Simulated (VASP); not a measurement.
Input:

```yaml
crystal:
  lattice:
    - [0.00000, 3.16688, 3.16688]
    - [3.16688, 0.00000, 3.16688]
    - [3.16688, 3.16688, 0.00000]
  atoms:
    - { symbol: Pb, position: [0.00000, 0.00000, 0.00000] }
    - { symbol: Se, position: [0.50000, 0.50000, 0.50000] }
```

Method: revPBE GGA, VASP's PBE PAW potentials (set 64) (plane waves; VASP 6.6.1). Run with 520 eV cut-off, 7×7×7 Γ-centred mesh, Gaussian smearing of 0.050 eV, potentials Pb_d Se.

Task: Give the stress tensor in GPa (positive for a compressed cell).

Result: 
```
-1.18   0.00   0.00
 0.00  -1.18   0.00
 0.00   0.00  -1.18
```
The pressure is its mean diagonal, -1.18 GPa.

The compound is PbSe in the rock salt structure. This cell is one point of a volume scan, at 1.03 of the reference volume.
